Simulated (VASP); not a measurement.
Level of theory: r2SCAN+rVV10, VASP's PBE PAW potentials (set 64) (plane waves; VASP 6.6.1).

The input files of a VASP run:

File POSCAR:
```
C
1
    1.2285164087    -2.1278523465     0.0000000000
    1.2285164087     2.1278523465     0.0000000000
    0.0000000000     0.0000000000     6.6425006132
C
4
Direct
  0.0000000000   1.0000000000   0.2500000000
  1.0000000000   1.0000000000   0.7500000000
  0.3333330000   0.6666670000   0.2500000000
  0.6666670000   0.3333330000   0.7500000000
```

INCAR:
```
# general
SYSTEM  =C
PREC    =Accurate
ENCUT   =520   # plane-wave cut-off (eV)
LREAL   =.FALSE.   # projection in real space or not
LASPH   =.TRUE.   # aspherical one-centre terms

# electronic loop
EDIFF   =1E-6   # SCF stop (eV)
NELM    =100   # most electronic steps
ALGO    =Normal   # blocked Davidson
LMIXTAU =.TRUE.

# smearing
ISMEAR  =0   # Gaussian
SIGMA   =0.05

# functional
METAGGA =R2SCAN
LUSE_VDW=.TRUE.
BPARAM  =11.95
CPARAM  =0.0093

# ions
IBRION  =2   # conjugate gradients
NSW     =60
ISIF    =3   # ions, shape and volume
EDIFFG  =-0.02   # ionic stop

# output
LWAVE   =.FALSE.
LCHARG  =.FALSE.
```

### KPOINTS
```
K-points
0
G
  9 9 3
```

POTCAR, in this order: C (PBE.64 set). Program: vasp_std.

**Question.** What will the output report for the number of irreducible k-points (NKPTS), largest plane-wave count, number of space-group operations, FFT grid (NGX, NGY, NGZ)?

**Answer.** 
| Property | Value |
|---|---|
| number of irreducible k-points (NKPTS) | 24 |
| largest plane-wave count | 955 |
| number of space-group operations | 24 |
| FFT grid (NGX, NGY, NGZ) | 18 × 18 × 50 |

The compound is C in the graphite structure. This run relaxes it. Symmetry was kept, so distortions that lower it aren't found. The k-mesh is coarse (spacing up to 0.33 per Å, 2π included), so the numbers may not be converged in it. The start is the result of an earlier pass.
